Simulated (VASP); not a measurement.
Consider the following.

```
CELL_PARAMETERS angstrom
      1.54000    -2.66736     0.00000
      1.54000     2.66736     0.00000
      0.00000     0.00000     5.05000
ATOMIC_POSITIONS crystal
  Si 0.66667 0.33333 0.50000
  Si 0.33333 0.66667 0.00000
  C  0.66667 0.33333 0.87500
  C  0.33333 0.66667 0.37500
```

Calculation: G0W0 on PBE orbitals, VASP's PBE PAW potentials (set 64) (plane waves; VASP). Run with PREC = Normal, 500 eV cut-off, 6×6×4 Γ-centred mesh, Gaussian smearing of 0.010 eV, potentials Si_GW C_GW_new.

The mesh is coarse and the basis finite, so the quasiparticle values are not converged.

NBANDS = 192, ENCUTGW = 180 eV, NOMEGA = 64. The PBE levels (eV) that the step starts from are:

| state | KS energy | filling |
|---|---|---|
| k1 (0.00, 0.00, 0.00), band 5 | 7.38 | 2 |
| k1 (0.00, 0.00, 0.00), band 6 | 8.56 | 2 |
| k1 (0.00, 0.00, 0.00), band 7 | 8.70 | 2 |
| k1 (0.00, 0.00, 0.00), band 8 | 8.70 | 2 |
| k1 (0.00, 0.00, 0.00), band 9 | 13.45 | 0 |
| k1 (0.00, 0.00, 0.00), band 10 | 14.89 | 0 |
| k1 (0.00, 0.00, 0.00), band 11 | 15.32 | 0 |
| k1 (0.00, 0.00, 0.00), band 12 | 15.32 | 0 |
| k8 (0.00, 0.00, 0.25), band 5 | 7.55 | 2 |
| k8 (0.00, 0.00, 0.25), band 6 | 7.55 | 2 |
| k8 (0.00, 0.00, 0.25), band 7 | 8.48 | 2 |
| k8 (0.00, 0.00, 0.25), band 8 | 8.48 | 2 |
| k8 (0.00, 0.00, 0.25), band 9 | 13.73 | 0 |
| k8 (0.00, 0.00, 0.25), band 10 | 15.44 | 0 |
| k8 (0.00, 0.00, 0.25), band 11 | 15.44 | 0 |
| k8 (0.00, 0.00, 0.25), band 12 | 15.67 | 0 |
| k18 (0.50, 0.00, 0.50), band 5 | 6.26 | 2 |
| k18 (0.50, 0.00, 0.50), band 6 | 6.26 | 2 |
| k18 (0.50, 0.00, 0.50), band 7 | 6.36 | 2 |
| k18 (0.50, 0.00, 0.50), band 8 | 6.36 | 2 |
| k18 (0.50, 0.00, 0.50), band 9 | 11.96 | 0 |
| k18 (0.50, 0.00, 0.50), band 10 | 11.96 | 0 |
| k18 (0.50, 0.00, 0.50), band 11 | 13.94 | 0 |
| k18 (0.50, 0.00, 0.50), band 12 | 13.94 | 0 |

Q: Give the quasiparticle energies and renormalisation factors Z.

A: 
| state | QP energy (eV) | Z |
|---|---|---|
| k1 (0.00, 0.00, 0.00), band 5 | 6.63 | 0.78 |
| k1 (0.00, 0.00, 0.00), band 6 | 7.92 | 0.79 |
| k1 (0.00, 0.00, 0.00), band 7 | 8.07 | 0.79 |
| k1 (0.00, 0.00, 0.00), band 8 | 8.07 | 0.79 |
| k1 (0.00, 0.00, 0.00), band 9 | 13.91 | 0.80 |
| k1 (0.00, 0.00, 0.00), band 10 | 15.34 | 0.78 |
| k1 (0.00, 0.00, 0.00), band 11 | 15.81 | 0.79 |
| k1 (0.00, 0.00, 0.00), band 12 | 15.81 | 0.79 |
| k8 (0.00, 0.00, 0.25), band 5 | 6.81 | 0.78 |
| k8 (0.00, 0.00, 0.25), band 6 | 6.81 | 0.78 |
| k8 (0.00, 0.00, 0.25), band 7 | 7.83 | 0.79 |
| k8 (0.00, 0.00, 0.25), band 8 | 7.83 | 0.79 |
| k8 (0.00, 0.00, 0.25), band 9 | 14.20 | 0.80 |
| k8 (0.00, 0.00, 0.25), band 10 | 15.94 | 0.79 |
| k8 (0.00, 0.00, 0.25), band 11 | 15.94 | 0.79 |
| k8 (0.00, 0.00, 0.25), band 12 | 16.17 | 0.79 |
| k18 (0.50, 0.00, 0.50), band 5 | 5.44 | 0.77 |
| k18 (0.50, 0.00, 0.50), band 6 | 5.44 | 0.77 |
| k18 (0.50, 0.00, 0.50), band 7 | 5.56 | 0.77 |
| k18 (0.50, 0.00, 0.50), band 8 | 5.56 | 0.77 |
| k18 (0.50, 0.00, 0.50), band 9 | 12.25 | 0.81 |
| k18 (0.50, 0.00, 0.50), band 10 | 12.25 | 0.81 |
| k18 (0.50, 0.00, 0.50), band 11 | 14.37 | 0.81 |
| k18 (0.50, 0.00, 0.50), band 12 | 14.37 | 0.81 |
On the mesh the gap opens from 2.25 to 3.08 eV.

The compound is SiC in the wurtzite structure, the rare 2H polytype. The cell was not relaxed at this level.
